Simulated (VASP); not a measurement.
AlN:

```
Al N
1.0
     0.00000    2.18399    2.18399
     2.18399    0.00000    2.18399
     2.18399    2.18399    0.00000
Al N
1 1
Direct
  0.00000 0.00000 0.00000
  0.75000 0.75000 0.75000
```

Measurements of this composition are mostly on another form, of space group No. 186.

* Program: VASP 6.6.1
* Task: relaxation of cell and atoms
* Functional: PBE
* Potentials or basis: VASP PAW PBE potentials, release 64 (Al, N)
* Cutoff: 520 eV
* k mesh: 2 × 2 × 2
* Occupations: gaussian, width 0.02 eV
* Spin: no spin polarisation

At the start: pressure 9.1 GPa; volume 10.42 Å³/atom.

**Question.** Where does the relaxation end?

**Answer.** Over 16 steps the energy falls by 13.0 meV/atom and the volume is 10.89 Å³/atom (+4.5 %); space group F-43m (No. 216, to 0.05 Å).

The path:
```csv
step,energy change (eV),largest force (eV/Å),pressure (GPa),volume (Å³)
1,0.0000,0.0000,9.13,20.83
2,-0.0054,0.0000,-7.10,22.68
3,-0.0260,0.0000,-0.04,21.78
4,-0.0259,0.0000,0.13,21.76
5,-0.0259,0.0000,0.13,21.76
6,-0.0259,0.0000,0.12,21.77
7,-0.0259,0.0000,0.12,21.77
8,-0.0259,0.0000,0.11,21.77
9,-0.0259,0.0000,0.11,21.77
10,-0.0259,0.0000,0.11,21.77
11,-0.0259,0.0000,0.11,21.77
12,-0.0259,0.0000,0.11,21.77
13,-0.0259,0.0000,0.10,21.77
14,-0.0259,0.0000,0.09,21.77
15,-0.0260,0.0000,0.06,21.77
16,-0.0260,0.0000,0.00,21.78
```

Final structure:
```cif
data_structure
_symmetry_space_group_name_H-M 'P 1'
_symmetry_Int_Tables_number 1
_cell_length_a 3.1346
_cell_length_b 3.1346
_cell_length_c 3.1346
_cell_angle_alpha 60.000
_cell_angle_beta 60.000
_cell_angle_gamma 60.000
_cell_volume 21.78
loop_
_atom_site_label
_atom_site_type_symbol
_atom_site_fract_x
_atom_site_fract_y
_atom_site_fract_z
_atom_site_occupancy
Al1 Al 0.00000 0.00000 0.00000 1
N1 N 0.75000 0.75000 0.75000 1
```

Caveat: the k mesh is coarse (spacing up to 1.25 Å⁻¹), so the values aren't converged.
